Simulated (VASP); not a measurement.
Sn3P2:

```
CELL_PARAMETERS angstrom
4.01932 0.00000 0.00000
-2.00966 3.48083 0.00000
0.00000 0.00000 11.11200
ATOMIC_POSITIONS crystal
Sn 0.66667 0.33333 0.26836
Sn 0.33333 0.66667 0.73164
Sn 0.00000 0.00000 0.00000
P 0.33333 0.66667 0.13769
P 0.66667 0.33333 0.86231
```

The cell was built by a generator and needn't be a form met in nature.

| Item | Value |
| --- | --- |
| Program | VASP 6.6.1 |
| Task | relaxation of cell and atoms |
| Functional | PBE |
| Potentials or basis | VASP PAW PBE potentials, release 64 (Sn_d, P) |
| Cutoff | 520 eV |
| k mesh | 8 × 8 × 4 |
| Occupations | gaussian, width 0.1 eV |
| Spin | no spin polarisation |

At the start: pressure 1.5 GPa; volume 31.09 Å³/atom.

Q: How do energy, volume and symmetry change on relaxing?

A: Over 54 steps the energy falls by 85.9 meV/atom and the volume is 24.84 Å³/atom (-20.1 %); space group P-3m1 (No. 164, to 0.05 Å).

Step by step:
```
step  energy change (eV)  largest force (eV/Å)  pressure (GPa)  volume (Å³)
   1              0.0000                0.6646            1.47       155.46
   3             -0.0891                0.4867           -0.97       164.73
   5             -0.1477                0.0905            0.05       162.56
   7             -0.1493                0.0451           -0.07       162.86
   9             -0.1499                0.0249           -0.02       162.33
  11             -0.1499                0.0272            0.01       162.29
  13             -0.1500                0.0172            0.00       162.18
  15             -0.1504                0.0314            0.02       161.67
  17             -0.1505                0.0754            0.24       160.11
  19             -0.1508                0.0448            0.12       160.79
  21             -0.1513                0.0460            0.08       160.52
  23             -0.1520                0.0525           -0.08       159.44
  25             -0.1534                0.0559           -0.10       158.59
  27             -0.1611                0.0825           -0.20       154.72
  29             -0.2467                0.3456           -0.12       138.55
  31             -0.1547                0.7102            1.40       135.91
  33             -0.1421                0.8186            2.08       126.50
  35             -0.2972                0.2725           -1.63       134.27
  37             -0.3785                0.1556            0.01       129.00
  39             -0.3978                0.1539           -0.17       128.37
  41             -0.4205                0.1430           -0.11       126.23
  43             -0.4261                0.1200            0.41       124.01
  45             -0.4288                0.0417           -0.05       124.33
  47             -0.4291                0.0161            0.04       124.01
  49             -0.4292                0.0213           -0.05       124.17
  51             -0.4292                0.0170           -0.03       124.12
  53             -0.4292                0.0121           -0.01       124.14
  54             -0.4293                0.0055           -0.01       124.19
```

Final structure:
```xyz
5
Lattice="3.9877 0.0000 0.0000 -1.9939 3.4535 0.0000 0.0000 0.0000 9.0178" Properties=species:S:1:pos:R:3 pbc="T T T"
Sn    1.9939    1.1512    3.1937
Sn    0.0000    2.3023    5.8241
Sn    0.0000    0.0000    0.0000
P     0.0000    2.3023    1.7356
P     1.9939    1.1512    7.2822
```

Caveat: the volume moved by over 15 % at a fixed basis, so the end points are rough; this functional lacks dispersion, which binds the layers, so the pressure and a relaxed spacing across them are unreliable.
